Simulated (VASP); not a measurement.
**SiC (relaxed from the rocksalt structure, space group Fm-3m): computed properties**

Computed with r2SCAN meta-GGA, VASP's PBE PAW potentials (set 64) (plane waves; VASP).

```
Item                                                                  Result
----------------------------------  ----------------------------------------
space group                                                      Fm-3m (225)
cell                                 a = b = c = 4.031 Å, α = β = γ = 90.00°
volume per atom                                                 8.19 Å³/atom
band gap (over mesh and band path)  none (metal, semimetal or under 0.01 eV)
density                                                           4.07 g/cm³
```

```cif
data_CSi
_chemical_formula_sum 'C1 Si1'
_space_group_name_H-M_alt 'P 1'
_space_group_IT_number 1
_cell_length_a 2.85018
_cell_length_b 2.85018
_cell_length_c 2.85018
_cell_angle_alpha 60.000
_cell_angle_beta 60.000
_cell_angle_gamma 60.000
loop_
_space_group_symop_operation_xyz
  'x, y, z'
loop_
_atom_site_label
_atom_site_type_symbol
_atom_site_fract_x
_atom_site_fract_y
_atom_site_fract_z
_atom_site_occupancy
C1 C 0.00000 0.00000 0.00000 1
Si1 Si 0.50000 0.50000 0.50000 1
```

The structure was generated: SiC was put into the rocksalt type (Fm-3m), which need not be its known phase. It was relaxed first. Symmetry was kept, so distortions that lower it aren't found.
